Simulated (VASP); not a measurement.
Gd (relaxed from the bcc structure, space group Im-3m): computed properties

Calculation: r2SCAN meta-GGA, VASP's PBE PAW potentials (set 64) (plane waves; VASP).

```json
{
  "space_group": "Im-3m (229)",
  "cell": "a = b = c = 4.0439 Å, α = β = γ = 90.00°",
  "volume_per_atom": "33.07 Å³/atom",
  "band gap (over mesh and band path)": "none (metal, semimetal or under 0.01 eV)",
  "density": "7.90 g/cm³"
}
```

Space group Im-3m (No. 229); a = b = c = 4.044 Å, α = β = γ = 90.00°

```json
[
 {"atom": "Gd", "site": "2a", "symmetry": "m-3m", "x": "0.0000", "y": "0.0000", "z": "0.0000"}
]
```
(The calculation used a cell of 1 atom; values per cell refer to that cell.)

The 4f electrons are frozen in the core of the lanthanide potential, so 4f levels, which can set the real gap, and their magnetism are missing.

The structure was generated: Gd was put into the bcc type (Im-3m), which need not be its known phase. It was relaxed first. Symmetry was kept, so distortions that lower it aren't found.
